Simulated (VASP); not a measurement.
An input for Ansatz (written as the equivalent of a VASP run, and not itself run):

Ansatz 0.2 input:
```yaml
crystal:
  lattice:
    - [-3.3720650, 4.7715450, 2.9649570]
    - [3.3720650, -4.7715450, 2.9649570]
    - [3.3720650, 4.7715450, -2.9649570]
  atoms:
    - { symbol: Si, position: [0.7500000, 0.7500000, 0.0000000] }
    - { symbol: Si, position: [0.2500000, 0.2500000, 0.0000000] }
    - { symbol: Se, position: [0.3736400, 0.6892700, 0.0629100] }
    - { symbol: Se, position: [0.6263600, 0.3107300, 0.9370900] }
    - { symbol: Se, position: [0.1263600, 0.1892700, 0.3156300] }
    - { symbol: Se, position: [0.8736400, 0.8107300, 0.6843700] }
kpoints:
  mp_grid: { grid: [3, 3, 3] }
hamiltonian:
  xc: lda
  pseudopotentials: { kind: paw }
scf:
  occupations: { method: gaussian, width: 0.01 }
  max_iter: 100
output: { forces: true, stress: true, eigenvalues: true }
```

Question: Translate this input to VASP (INCAR, KPOINTS, POSCAR, choice of POTCAR).

Answer: This is not unique; one that fits is 
INCAR:
```
SYSTEM = SiSe2
PREC = Accurate
ENCUT = 300
EDIFF = 1E-6
NELM = 100
ALGO = Normal
LREAL = .FALSE.
LASPH = .TRUE.
ISMEAR = 0
SIGMA = 0.01
LMAXMIX = 4
LWAVE = .FALSE.
LCHARG = .FALSE.
ISIF = 2
```

POSCAR:
```
SiSe2
1
   -3.3720650000     4.7715450000     2.9649570000
    3.3720650000    -4.7715450000     2.9649570000
    3.3720650000     4.7715450000    -2.9649570000
Si Se
2 4
Direct
  0.7500000000   0.7500000000   0.0000000000
  0.2500000000   0.2500000000   0.0000000000
  0.3736400000   0.6892700000   0.0629100000
  0.6263600000   0.3107300000   0.9370900000
  0.1263600000   0.1892700000   0.3156300000
  0.8736400000   0.8107300000   0.6843700000
```

### KPOINTS
```
Automatic mesh
0
Gamma
3 3 3
0 0 0
```

POTCAR, in this order: Si Se (LDA.64 set). Program: vasp_std.

What does not carry over: each code has its own PAW files, so the cut-off isn't converted (ENCUT is set for VASP's; basis.ecutwfc is left out, and Ansatz then takes the one that its files recommend); Ansatz stops its SCF on the density residual and VASP on the energy change (EDIFF); Ansatz's lda is the Perdew-Wang form, while the LDA potentials of VASP carry Perdew-Zunger's.

The structure comes from a computed database's SiSe2 entry; how it stands against other phases isn't given here. The cell was not relaxed at this level. The k-mesh is coarse (spacing up to 0.47 per Å, 2π included), so the numbers may not be converged in it. The run is one of a series of settings (GGA removed, POTCAR Si Se (LDA.64 set) against the base run), some of them coarse on purpose.
